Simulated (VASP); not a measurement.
An input for Ansatz (written as the equivalent of a VASP run, and not itself run):

Ansatz 0.2 input:
```yaml
crystal:
  lattice:
    - [2.2420238, -3.8832994, 0.0000000]
    - [2.2420238, 3.8832994, 0.0000000]
    - [0.0000000, 0.0000000, 7.3259559]
  atoms:
    - { symbol: Ag, position: [0.6666670, 0.3333330, 0.5000316] }
    - { symbol: Ag, position: [0.3333330, 0.6666670, 0.0000316] }
    - { symbol: I, position: [0.6666670, 0.3333330, 0.8749684] }
    - { symbol: I, position: [0.3333330, 0.6666670, 0.3749684] }
kpoints:
  mp_grid: { grid: [6, 6, 3] }
hamiltonian:
  xc: lda
  pseudopotentials: { kind: paw }
scf:
  occupations: { method: gaussian, width: 0.05 }
  max_iter: 100
relax:
  max_steps: 40
  f_tol: 0.02
  cell: {}
output: { forces: true, stress: true, eigenvalues: true }
```

Problem. Translate this input to VASP (INCAR, KPOINTS, POSCAR, choice of POTCAR).

Solution. Several could match; the one computed here: 
### POSCAR
```
AgI
1
    2.2420237568    -3.8832994279     0.0000000000
    2.2420237568     3.8832994279    -0.0000000000
    0.0000000000     0.0000000000     7.3259558711
Ag I
2 2
Direct
  0.6666670000   0.3333330000   0.5000316195
  0.3333330000   0.6666670000   0.0000316195
  0.6666670000   0.3333330000   0.8749683805
  0.3333330000   0.6666670000   0.3749683805
```

### INCAR
```
ALGO = Normal
EDIFF = 1E-6
EDIFFG = -0.02
ENCUT = 500
IBRION = 2
ISIF = 3
ISMEAR = 0
LASPH = T
LCHARG = F
LMAXMIX = 4
LREAL = F
LWAVE = F
NELM = 100
NSW = 40
PREC = Accurate
SIGMA = 0.05
SYSTEM = AgI
```

**KPOINTS**
```
kpoints
0
gamma
 6 6 3
```

POTCAR, in this order: Ag I (LDA.64 set). Program: vasp_std.

What does not carry over: each code has its own PAW files, so the cut-off isn't converted (ENCUT is set for VASP's; basis.ecutwfc is left out, and Ansatz then takes the one that its files recommend); Ansatz stops its SCF on the density residual and VASP on the energy change (EDIFF); Ansatz's lda is the Perdew-Wang form, while the LDA potentials of VASP carry Perdew-Zunger's.

The compound is AgI in the wurtzite structure. This run relaxes it. Symmetry was kept, so distortions that lower it aren't found.
